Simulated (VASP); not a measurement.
Calculation: PBEsol GGA, VASP's PBE PAW potentials (set 64) (plane waves; VASP 6.6.1).

VASP input:

**INCAR**
```
SYSTEM = Ag3Ir
PREC = Accurate
ENCUT = 400
EDIFF = 1E-7
NELM = 100
ALGO = Normal
LREAL = .FALSE.
LASPH = .TRUE.
ISMEAR = -5
GGA = PS
LMAXMIX = 6
LWAVE = .FALSE.
LCHARG = .TRUE.
LORBIT = 11
NEDOS = 601
ISIF = 2
LEFG = .TRUE.
```

**KPOINTS**
```
Automatic mesh
0
Gamma
7 7 15
0 0 0
```

POSCAR:
```
Ag3Ir
1
   -0.1030616789     3.9213992837     4.1022899324
    3.9213992837    -0.1030616789     4.1022899324
    1.9091688025     1.9091688025    -0.0000000000
Ir Ag
1 3
Direct
  0.0000000000   0.0000000000   1.0000000000
  0.0000000000   0.5000000000   1.0000000000
  0.5000000000   0.0000000000   0.0000000000
  0.5000000000   0.5000000000   0.0000000000
```

POTCAR, in this order: Ir Ag (PBE.64 set). Program: vasp_std.

Unless said otherwise, spin-orbit coupling is left out, though it shifts the bands of the heavy elements here.

### Question
Estimate the energy per atom (σ→0), band gap (on the k-mesh).

### Answer

The energy per atom (σ→0) is -4.651 eV/atom. The band gap (on the k-mesh) is none (metal, semimetal or under 0.01 eV).

**OSZICAR**
```
...
DAV:   9    -0.186067186103E+02    0.16197E-01   -0.58146E-02 11422   0.250E+00    0.670E-01
DAV:  10    -0.186057967107E+02    0.92190E-03   -0.77870E-03 14932   0.933E-01    0.146E-01
DAV:  11    -0.186057521737E+02    0.44537E-04   -0.25197E-04 10915   0.191E-01    0.590E-02
DAV:  12    -0.186057344060E+02    0.17768E-04   -0.39459E-05 12699   0.587E-02    0.172E-02
DAV:  13    -0.186057339438E+02    0.46220E-06   -0.12874E-06 11531   0.980E-03    0.706E-03
DAV:  14    -0.186057334774E+02    0.46638E-06   -0.22099E-07  5958   0.739E-03    0.116E-03
DAV:  15    -0.186057335401E+02   -0.62729E-07   -0.42521E-08  5551   0.260E-03
   1 F= -.18605734E+02 E0= -.18605734E+02  d E =0.000000E+00
```

The structure was generated: Ag3Ir was put into an ordered model structure (Cmmm), which need not be its known phase. It was relaxed first.
